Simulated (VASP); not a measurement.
Input:

```xyz
1
Lattice="0.0000 1.9902 1.9902 1.9902 0.0000 1.9902 1.9902 1.9902 0.0000" Properties=species:S:1:pos:R:3 pbc="T T T"
Al     0.0000     0.0000     0.0000
```

All values below come from LDA (Ceperley-Alder, Perdew-Zunger), VASP's LDA PAW potentials (set 64) (plane waves; VASP). Settings: 520 eV cut-off, 16×16×16 Γ-centred mesh, first-order Methfessel-Paxton smearing of 0.10 eV, potentials Al.

Estimate the energy per atom (σ→0), band gap (on the k-mesh) with the smallest direct gap where there is one.

The band gap (on the k-mesh) is none (metal, semimetal or under 0.01 eV) and the energy per atom (σ→0) is -4.197 eV/atom.

The compound is Al in the fcc structure. It was relaxed first, which changed the volume by -5 %.
